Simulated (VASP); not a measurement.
## Y3F: band structure with RPBE

Y3F:

```
Y F
1.0
     6.26665    0.00000    0.00000
    -3.13333    5.42708    0.00000
     0.00000    0.00000    3.36199
Y F
3 1
Direct
  0.50000 0.00000 0.00000
  0.00000 0.50000 0.00000
  0.50000 0.50000 0.00000
  0.00000 0.00000 0.00000
```

The cell was built by a generator and needn't be a form met in nature.

```json
{
 "Program": "VASP 6.6.1",
 "Task": "band structure",
 "Functional": "RPBE",
 "Potentials or basis": "VASP PAW PBE potentials, release 64 (Y_sv, F)",
 "Cutoff": "520 eV",
 "k mesh": "4 × 4 × 6",
 "Occupations": "fermi-dirac, width 0.05 eV",
 "Spin": "no spin polarisation",
 "Further INCAR settings": "ALGO = Fast; EDIFF = 1e-06"
}
```

| Item | Value |
| --- | --- |
| Pressure | 1.3 GPa |
| Band gap along the path | none (metal or under the smearing width) |

Stress tensor (GPa, compression positive):
```
1.50 0.00 0.00
0.00 1.50 0.00
0.00 0.00 0.94
```

Levels at the corners of the path, in eV from the Fermi level:
| point | band 16 | band 17 | band 18 | band 19 | band 20 | band 21 | band 22 | band 23 | band 24 |
| --- | --- | --- | --- | --- | --- | --- | --- | --- | --- |
| Γ | -4.03 | -3.35 | -1.22 | -1.06 | -1.06 | 0.06 | 0.30 | 0.30 | 1.47 |
| M | -3.36 | -2.73 | -1.89 | -0.38 | -0.31 | 0.22 | 0.61 | 0.97 | 1.10 |
| M | -3.36 | -2.73 | -1.89 | -0.38 | -0.31 | 0.22 | 0.61 | 0.97 | 1.10 |
| K | -3.36 | -2.21 | -2.21 | -0.63 | 0.17 | 0.17 | 0.17 | 1.32 | 1.32 |
| K | -3.36 | -2.21 | -2.21 | -0.63 | 0.17 | 0.17 | 0.17 | 1.32 | 1.32 |
| Γ | -4.03 | -3.35 | -1.22 | -1.06 | -1.06 | 0.06 | 0.30 | 0.30 | 1.47 |
| Γ | -4.03 | -3.35 | -1.22 | -1.06 | -1.06 | 0.06 | 0.30 | 0.30 | 1.47 |
| A | -4.07 | -2.16 | -1.95 | -0.65 | -0.65 | -0.04 | -0.04 | 0.46 | 0.77 |
| A | -4.07 | -2.16 | -1.95 | -0.65 | -0.65 | -0.04 | -0.04 | 0.46 | 0.77 |
| L | -4.14 | -1.52 | -0.73 | -0.71 | -0.27 | 0.22 | 1.00 | 1.13 | 1.39 |
| L | -4.14 | -1.52 | -0.73 | -0.71 | -0.27 | 0.22 | 1.00 | 1.13 | 1.38 |
| H | -4.15 | -1.13 | -1.13 | -0.31 | 0.25 | 0.25 | 0.72 | 0.72 | 0.82 |
| H | -4.15 | -1.13 | -1.13 | -0.31 | 0.25 | 0.25 | 0.72 | 0.72 | 0.82 |
| A | -4.07 | -2.16 | -1.95 | -0.65 | -0.65 | -0.04 | -0.04 | 0.46 | 0.77 |
| L | -4.14 | -1.52 | -0.73 | -0.71 | -0.27 | 0.22 | 1.00 | 1.13 | 1.38 |
| M | -3.36 | -2.73 | -1.89 | -0.38 | -0.31 | 0.22 | 0.61 | 0.97 | 1.10 |
| K | -3.36 | -2.21 | -2.21 | -0.63 | 0.17 | 0.17 | 0.17 | 1.32 | 1.33 |
| H | -4.15 | -1.13 | -1.13 | -0.31 | 0.25 | 0.25 | 0.72 | 0.72 | 0.82 |

Run time: 99 s on 1 thread of Intel(R) Xeon(R) 6975P-C (Granite Rapids), with other jobs on the host, peak memory 0.27 GiB.

Caveat: the PAW data sets were made with another functional, which shifts forces and pressure a little.
